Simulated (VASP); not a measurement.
## Cl2Cd: single point with revPBE

Cl2Cd, in a box:

```
Cl Cd
1.0
    13.00000    0.00000    0.00000
     0.00000   12.00000    0.00000
     0.00000    0.00000   11.00000
Cl Cd
2 1
Direct
  0.61880 0.61431 0.59199
  0.38320 0.38919 0.41419
  0.50098 0.50178 0.50308
```

- Program: VASP 6.6.1
- Task: single point
- Functional: revPBE
- Potentials or basis: VASP PAW PBE potentials, release 64 (Cl, Cd)
- Cutoff: 520 eV
- k mesh: 1 × 1 × 1
- Occupations: gaussian, width 0.01 eV
- Spin: no spin polarisation
- Further INCAR settings: ALGO = Normal; EDIFF = 1e-06; NBANDS = 20

The largest force is 0.438 eV/Å. The gap between the frontier levels is 4.54 eV.

Forces in eV/Å, atoms in the order of the input:
```
Cl   0.296  0.261  0.190
Cl  -0.296 -0.261 -0.190
Cd   0.000  0.000  0.000
```

Levels at points of the mesh, in eV from the valence-band top:
| k point | band 10 | band 11 | band 12 | band 13 | band 14 | band 15 | band 16 | band 17 |
| --- | --- | --- | --- | --- | --- | --- | --- | --- |
| (0.00, 0.00, 0.00) | -0.40 | -0.40 | 0.00 | 0.00 | 4.54 | 6.19 | 6.20 | 7.16 |

It took 74 s on 1 thread of Intel(R) Xeon(R) 6975P-C (Granite Rapids), with other jobs on the host, peak memory 1.2 GiB.

Caveat: the PAW data sets were made with another functional, which shifts forces and pressure a little. As with any semilocal functional, this revPBE gap is likely too small.
